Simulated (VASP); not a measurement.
Output of a VASP run:

File OSZICAR:
```
       N       E                     dE             d eps       ncg     rms          rms(c)
DAV:   1     0.779553402160E+02    0.77955E+02   -0.62086E+03  1690   0.919E+02
DAV:   2    -0.505663913929E+01   -0.83012E+02   -0.80046E+02  2280   0.163E+02
DAV:   3    -0.105277340884E+02   -0.54711E+01   -0.54376E+01  1915   0.488E+01
DAV:   4    -0.105805210889E+02   -0.52787E-01   -0.52731E-01  2070   0.568E+00
DAV:   5    -0.105810190780E+02   -0.49799E-03   -0.49794E-03  2080   0.533E-01    0.615E+00
RMM:   6    -0.105174378278E+02    0.63581E-01   -0.37257E-02  1690   0.132E+00    0.371E+00
RMM:   7    -0.104954470956E+02    0.21991E-01   -0.77779E-02  1690   0.209E+00    0.195E-01
RMM:   8    -0.104951504467E+02    0.29665E-03   -0.73088E-03  1690   0.693E-01    0.422E-02
RMM:   9    -0.104952543188E+02   -0.10387E-03   -0.74721E-04  1690   0.236E-01    0.378E-02
RMM:  10    -0.104952851493E+02   -0.30831E-04   -0.14536E-04  1682   0.102E-01    0.200E-02
RMM:  11    -0.104952877572E+02   -0.26079E-05   -0.42292E-05  1338   0.484E-02
   1 F= -.10495288E+02 E0= -.10495288E+02  d E =-.104953E+02
       N       E                     dE             d eps       ncg     rms          rms(c)
DAV:   1    -0.105055617197E+02   -0.10277E-01   -0.81043E-01  1720   0.554E+00    0.494E-01
RMM:   2    -0.105086064716E+02   -0.30448E-02   -0.34758E-02  1690   0.129E+00    0.101E-01
RMM:   3    -0.105088724961E+02   -0.26602E-03   -0.31190E-03  1690   0.464E-01    0.458E-02
RMM:   4    -0.105089009691E+02   -0.28473E-04   -0.51491E-04  1691   0.180E-01    0.152E-02
RMM:   5    -0.105089082656E+02   -0.72966E-05   -0.80130E-05  1614   0.706E-02
   2 F= -.10508908E+02 E0= -.10508908E+02  d E =-.136205E-01
       N       E                     dE             d eps       ncg     rms          rms(c)
DAV:   1    -0.105098874986E+02   -0.98653E-03   -0.13881E-01  1845   0.230E+00    0.208E-01
RMM:   2    -0.105104122658E+02   -0.52477E-03   -0.60247E-03  1690   0.536E-01    0.456E-02
RMM:   3    -0.105104620921E+02   -0.49826E-04   -0.56635E-04  1690   0.197E-01    0.202E-02
RMM:   4    -0.105104702566E+02   -0.81645E-05   -0.95198E-05  1678   0.777E-02
   3 F= -.10510470E+02 E0= -.10510470E+02  d E =-.151825E-01
```

### OUTCAR
```
------------------------ aborting loop because EDIFF is reached ----------------------------------------
  FORCE on cell =-STRESS in cart. coord.  units (eV):
  Direction    XX          YY          ZZ          XY          YZ          ZX
  --------------------------------------------------------------------------------------
  Total       -0.0375421     -0.0375421     -0.0365021      0.0000000      0.0000000      0.0000000
  in kB       -0.6733932     -0.6733931     -0.6547377      0.0000000      0.0000000      0.0000000
  external PRESSURE =      -0.6671747 kB  Pullay stress =       0.0000000 kB
  volume of cell :       89.32
      direct lattice vectors                 reciprocal lattice vectors
     2.260350706 -3.915042249  0.000000000     0.221204612 -0.127712543  0.000000000
     2.260350706  3.915042249  0.000000000     0.221204612  0.127712543  0.000000000
     0.000000000  0.000000000  5.046830003     0.000000000  0.000000000  0.198144181
 POSITION                                       TOTAL-FORCE (eV/Angst)
 -----------------------------------------------------------------------------------
      0.49587      0.85887      3.36456        -0.005438     -0.009419     -0.000000
      3.52896      0.00000      0.00000         0.010876      0.000000     -0.000000
      0.49587     -0.85887      1.68227        -0.005438      0.009419      0.000000
 -----------------------------------------------------------------------------------
    total drift:                               -0.000195     -0.000449      0.000007
  FREE ENERGIE OF THE ION-ELECTRON SYSTEM (eV)
  ---------------------------------------------------
  free  energy   TOTEN  =       -10.5104702566 eV

  energy  without entropy=      -10.5104702566  energy(sigma->0) =      -10.51047026

 reached required accuracy - stopping structural energy minimisation
```
(Selected blocks of OUTCAR.)

File POSCAR:
```
Se
1
    2.2603507058    -3.9150422494     0.0000000000
    2.2603507058     3.9150422494     0.0000000000
    0.0000000000     0.0000000000     5.0468300026
Se
3
Direct
  0.0000000000   0.2250000000   0.6666670000
  0.7750000000   0.7750000000   0.0000000000
  0.2250000000   0.0000000000   0.3333330000
```

Problem. Reconstruct the remaining input files.

Solution. Several could match; the one computed here: the input of the run itself, PBE GGA, plane waves, VASP's PBE PAW potentials (set 64).

**KPOINTS**
```
Automatic mesh
0
Gamma
8 8 8
0 0 0
```

INCAR:
```
SYSTEM = Se
PREC = Normal; ENCUT = 400; LREAL = .FALSE.
LASPH = .TRUE.
EDIFF = 1E-5; NELM = 100; NELMIN = 4
ALGO = Fast; LMAXMIX = 4
ISMEAR = 0; SIGMA = 0.05
GGA = PE
IBRION = 2; NSW = 20; ISIF = 2
EDIFFG = -0.03
LWAVE = .FALSE.; LCHARG = .FALSE.
```

POTCAR, in this order: Se (PBE.64 set). Program: vasp_std.

Without a dispersion term in the relaxation, distances and binding between the weakly bound layers, chains or molecules are unreliable, and so is what depends on them.

The compound is Se in the trig structure. This run relaxes the ions in a fixed cell. Symmetry was kept, so distortions that lower it aren't found.
